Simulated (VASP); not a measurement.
SnO (relaxed from the NiAs type structure, space group P6_3/mmc) is relaxed at rising pressure, each step from the one before. Symmetry mostly holds the structure type, and other phases were not tried. The mesh follows the cell, and a change of mesh leaves a small step in the series.

Here is the system:

Space group P6₃/mmc (No. 194); a = b = 3.3723 Å, c = 6.4442 Å, α = β = 90.00°, γ = 120.00°

| atom | site | symmetry | x | y | z |
|---|---|---|---|---|---|
| Sn | 2a | -3m. | 0.0000 | 0.0000 | 0.0000 |
| O | 2c | -6m2 | 0.3333 | 0.6667 | 0.2500 |

Level of theory: PBEsol GGA, VASP's PBE PAW potentials (set 64) (plane waves; VASP). Numerical set-up: 620 eV cut-off, 10×10×5 Γ-centred mesh, first-order Methfessel-Paxton smearing of 0.10 eV, potentials Sn_d O.

Unless said otherwise, spin-orbit coupling is left out, though it shifts the bands of the heavy elements here.

```tsv
P (GPa)	V (Å³/atom)	H − H(0) (eV/atom)	space group	gap on the mesh (eV)	k-mesh
0	15.87	0.000	P6_3/mmc	0.00	10×10×5
5	(withheld)	(withheld)	P6_3/mmc	0.00	11×11×5
10	(withheld)	(withheld)	P6_3/mmc	0.00	11×11×5
20	13.21	1.790	P6_3/mmc	0.00	12×12×5
30	12.53	2.594	P6_3/mmc	0.00	12×12×5
45	11.77	3.731	P6_3/mmc	0.00	12×12×5
```

Q: Fill in the missing entries.

A: 
- 10, V (Å³/atom): 14.20
- 10, H − H(0) (eV/atom): 0.933
- 5, V (Å³/atom): 14.90
- 5, H − H(0) (eV/atom): 0.478

Pressures at which the relaxation failed are left out.

The structure was generated: SnO was put into the NiAs type type (P6_3/mmc), which need not be its known phase.
